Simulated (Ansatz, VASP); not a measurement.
**One calculation of Sn2TeS, two programs**

```
CELL_PARAMETERS angstrom
4.65260 0.00000 0.00000
-2.32630 4.02927 0.00000
0.00000 0.00000 5.89142
ATOMIC_POSITIONS crystal
Sn 0.00000 0.00000 0.25019
Sn 0.00000 0.00000 0.74981
Te 0.33333 0.66667 0.00000
S 0.66667 0.33333 0.50000
```

Change from the starting cell: species swapped into the BiPt2Pb type (P-6m2, No. 187).

Alike in both runs: task single point; functional PBE; k mesh 6 × 6 × 4; occupations gaussian, width 0.1 eV; no spin polarisation.

|  | VASP | Ansatz |
| --- | --- | --- |
| version | VASP 6.6.1 | Ansatz 0.2.0 |
| potentials or method | VASP PAW PBE potentials, release 64 (Sn_d, Te, S) | scalar-relativistic, plane waves, PAW |
| plane-wave cutoff (eV) | 520 | 420 |
| valence electrons in the cell | 40 | 50 |

```csv
,VASP,Ansatz,Ansatz less VASP
gap on the k mesh at the Fermi level (eV),none,none,-
pressure (GPa),4.9,4.9,+0.04
largest component of the traceless stress (GPa),6.09,6.11,+0.019
rms of the force components (eV/Å),0.524,0.523,-0.0014
```

Atom by atom the forces differ by 0.001 eV/Å (rms over components). A gap of «none» marks a metal or a gap that the smearing closes. The two sets of potentials don't hold the same shells in valence.

Caveats: forces of over 1 eV/Å show positions far from the minimum, so gaps and moduli don't describe the material at rest. The runs have no spin-orbit coupling, so splittings on Te are missing.
